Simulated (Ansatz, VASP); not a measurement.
Two plane-wave programs on AlGa3P4

```
Al Ga P
1.0
     5.49826    0.00000    0.00000
     0.00000    5.49826    0.00000
     0.00000    0.00000    5.49826
Al Ga P
1 3 4
Direct
  0.50000 0.50000 0.50000
  0.00000 0.00000 0.50000
  0.00000 0.50000 0.00000
  0.50000 0.00000 0.00000
  0.74953 0.74953 0.74953
  0.74953 0.25047 0.25047
  0.25047 0.74953 0.25047
  0.25047 0.25047 0.74953
```

Alike in both runs: task relaxation of cell and atoms; functional PBE; k mesh 6 × 6 × 6; occupations gaussian, width 0.02 eV; no spin polarisation.

|  | VASP | Ansatz |
| --- | --- | --- |
| version | VASP 6.6.1 | Ansatz 0.2.0 |
| potentials or method | VASP PAW PBE potentials, release 64 (Al, Ga_d, P) | scalar-relativistic, plane waves, PAW |
| plane-wave cutoff (eV) | 600 | 420 |
| valence electrons in the cell | 62 | 62 |

|  | VASP | Ansatz | Ansatz less VASP |
| --- | --- | --- | --- |
| gap on the k mesh at the Fermi level, each at its own relaxed structure (eV) | 1.64 | 1.64 | +0.001 |
| relaxed volume (Å³/atom) | 20.87 | 20.88 | +0.010 |
| relaxed cell length with the largest relative difference (Å) | 5.506 | 5.507 | +0.0009 |

A k mesh can miss the band edges. Expect the measured gap to be larger: semilocal functionals such as PBE lack the derivative discontinuity.
